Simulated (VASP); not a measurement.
Computed with PBE GGA, VASP's PBE PAW potentials (set 64) (plane waves; VASP).

VASP ran on this input.

File KPOINTS:
```
Regular mesh
0
Gamma
  5 3 1
```

File POSCAR:
```
Pm
1.0
  3.6290010000   0.0000000000   0.0000000000
 -1.8145000000   6.6778130000   0.0000000000
  0.0000000000   0.0000000000  22.0081000000
Pm
6
Cartesian
  2.2106096621   0.9876886096   8.6445615990
  2.4907306813   4.2793095157   7.9408305934
 -1.2180211149   6.0129365487  11.1984915635
  0.6353620836   2.9048887219  10.7165141735
  0.6605710723   4.6847996767  14.0736517556
  2.4787583835   1.2946609954  13.4502723231
```

**INCAR**
```
SYSTEM = Pm
PREC = Accurate
ENCUT = 300
EDIFF = 1E-6
NELM = 100
ALGO = Normal
LREAL = .FALSE.
LASPH = .TRUE.
ISMEAR = 0
SIGMA = 0.2
GGA = PE
LMAXMIX = 6
LWAVE = .FALSE.
LCHARG = .FALSE.
ISIF = 2
ISPIN = 2
MAGMOM = 4.0 4.0 4.0 4.0 4.0 4.0
LORBIT = 11
LDIPOL = .TRUE.
IDIPOL = 3
DIPOL = 0.5 0.5 0.5
```

POTCAR, in this order: Pm (PBE.64 set). Program: vasp_std.

### Question
What will the output report for the number of irreducible k-points (NKPTS), largest plane-wave count, number of space-group operations, FFT grid (NGX, NGY, NGZ)?

### Answer

| Quantity | Value |
|---|---|
| number of irreducible k-points (NKPTS) | 8 |
| largest plane-wave count | 6327 |
| number of space-group operations | 1 |
| FFT grid (NGX, NGY, NGZ) | 24 × 40 × 126 |

The cell is a sheet with vacuum, built from a generated structure. VASP warned that the highest band is occupied, so more bands are needed.
